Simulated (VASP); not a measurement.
The input files of a VASP run:

**INCAR**
```
SYSTEM = Pt
PREC = Accurate
ENCUT = 400
EDIFF = 1E-6
NELM = 100
ALGO = Normal
LREAL = .FALSE.
LASPH = .TRUE.
ISMEAR = -1
SIGMA = 1.5
GGA = PE
LMAXMIX = 6
LWAVE = .FALSE.
LCHARG = .FALSE.
ISIF = 2
```

### KPOINTS
```
Automatic mesh
0
Gamma
12 12 12
0 0 0
```

**POSCAR**
```
Pt
1
    0.0000000000     1.9600000000     1.9600000000
    1.9600000000     0.0000000000     1.9600000000
    1.9600000000     1.9600000000     0.0000000000
Pt
1
Direct
  0.0000000000   0.0000000000   0.0000000000
```

POTCAR, in this order: Pt (PBE.64 set). Program: vasp_std.

Output of the run:

standard output:
```
 POSCAR found type information on POSCAR Pt
 POSCAR found :  1 types and       1 ions
 Reading from existing POTCAR
 Reading from existing POTCAR
 LDA part: xc-table for (Slater+PW92), standard interpolation
 POSCAR, INCAR and KPOINTS ok, starting setup
 WAVECAR not read
 entering main loop
       N       E                     dE             d eps       ncg     rms          rms(c)
DAV:   1     0.260036088843E+02    0.26004E+02   -0.47698E+03  1416   0.819E+02
DAV:   2    -0.909350518018E+01   -0.35097E+02   -0.33069E+02  1371   0.163E+02
DAV:   3    -0.944461800213E+01   -0.35111E+00   -0.34953E+00  1527   0.161E+01
DAV:   4    -0.944572842387E+01   -0.11104E-02   -0.11102E-02  1487   0.101E+00
DAV:   5    -0.944573617270E+01   -0.77488E-05   -0.77448E-05  1501   0.735E-02    0.166E+01
DAV:   6    -0.911519402281E+01    0.33054E+00   -0.72770E-01  1308   0.823E+00    0.941E+00
DAV:   7    -0.906633426374E+01    0.48860E-01   -0.19053E-01  1357   0.412E+00    0.298E+00
DAV:   8    -0.906193836239E+01    0.43959E-02   -0.10584E-02  1346   0.102E+00    0.505E-01
DAV:   9    -0.906185090273E+01    0.87460E-04   -0.10034E-04  1352   0.107E-01    0.310E-02
DAV:  10    -0.906185809564E+01   -0.71929E-05   -0.40589E-06  1544   0.176E-02    0.142E-03
DAV:  11    -0.906185815608E+01   -0.60439E-07   -0.69469E-08   692   0.276E-03
   1 F= -.90618582E+01 E0= -.64718079E+01  d E =-.518010E+01
```

**OUTCAR**
```
------------------------ aborting loop because EDIFF is reached ----------------------------------------
  FORCE on cell =-STRESS in cart. coord.  units (eV):
  Direction    XX          YY          ZZ          XY          YZ          ZX
  --------------------------------------------------------------------------------------
  Total        3.9256651      3.9256651      3.9256651     -0.0000000     -0.0000000     -0.0000000
  in kB      417.6626285    417.6626285    417.6626285     -0.0000000     -0.0000000     -0.0000000
  external PRESSURE =     417.6626285 kB  Pullay stress =       0.0000000 kB
  volume of cell :       15.06
      direct lattice vectors                 reciprocal lattice vectors
     0.000000000  1.960000000  1.960000000    -0.255102041  0.255102041  0.255102041
     1.960000000  0.000000000  1.960000000     0.255102041 -0.255102041  0.255102041
     1.960000000  1.960000000  0.000000000     0.255102041  0.255102041 -0.255102041
 POSITION                                       TOTAL-FORCE (eV/Angst)
 -----------------------------------------------------------------------------------
      0.00000      0.00000      0.00000         0.000000      0.000000      0.000000
 -----------------------------------------------------------------------------------
    total drift:                                0.000000     -0.000000      0.000000
  FREE ENERGIE OF THE ION-ELECTRON SYSTEM (eV)
  ---------------------------------------------------
  free  energy   TOTEN  =        -9.0618581561 eV

  energy  without entropy=       -3.8817575859  energy(sigma->0) =       -6.47180787
```
(Selected blocks of OUTCAR.)

**Question.** The run ends quietly. Is anything wrong with it?

**Answer.** The cause: SIGMA is far too large. The run ends without an error. Against the sound run, the energy per atom (σ→0) falls by 0.390 eV/atom; the pressure goes up by 31.67 GPa. To mend it, set ISMEAR = 1, set SIGMA = 0.1.

The mended run (PBE GGA, plane waves, VASP's PBE PAW potentials (set 64)) converges, and its OSZICAR ends with
```
   1 F= -.60829546E+01 E0= -.60822132E+01  d E =-.222435E-02
```

The compound is Pt in the fcc structure. The cell was not relaxed at this level.
